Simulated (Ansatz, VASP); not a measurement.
## Two plane-wave programs on HfMg6Al

```
CELL_PARAMETERS angstrom
5.02587 0.00000 0.00000
0.00000 3.04421 5.58892
0.00000 -3.04421 5.58892
ATOMIC_POSITIONS crystal
Hf 0.50000 0.67124 0.67124
Al 0.50000 0.16664 0.16664
Mg 0.00000 0.82981 0.82981
Mg 0.00000 0.32851 0.32851
Mg 0.00000 0.33494 0.83088
Mg 0.00000 0.83088 0.33494
Mg 0.50000 0.16822 0.66976
Mg 0.50000 0.66976 0.16822
```

The cell comes from a database or a generator and needn't be the stable form of this composition.

Alike in both runs: task single point; functional PBE; k mesh 6 × 5 × 5; occupations fermi-dirac, width 0.05 eV; no spin polarisation.

|  | VASP | Ansatz |
| --- | --- | --- |
| version | VASP 6.6.1 | Ansatz 0.2.0 |
| potentials or method | VASP PAW PBE potentials, release 64 (Hf_pv, Al, Mg) | Ansatz PAW |
| plane-wave cutoff (eV) | 520 | 420 |
| valence electrons in the cell | 25 | 89 |

|  | VASP | Ansatz | Ansatz less VASP |
| --- | --- | --- | --- |
| gap on the k mesh at the Fermi level (eV) | none | none | - |
| pressure (GPa) | -0.1 | 0.1 | +0.11 |
| largest component of the traceless stress (GPa) | 0.24 | 0.23 | -0.012 |
| rms of the force components (eV/Å) | 0.032 | 0.032 | +0.0001 |

Atom by atom the forces differ by 0.000 eV/Å (rms over components). A gap of «none» marks a metal or a gap that the smearing closes. The two sets of potentials don't hold the same shells in valence.

The runs have no spin-orbit coupling, so splittings on Hf are missing.
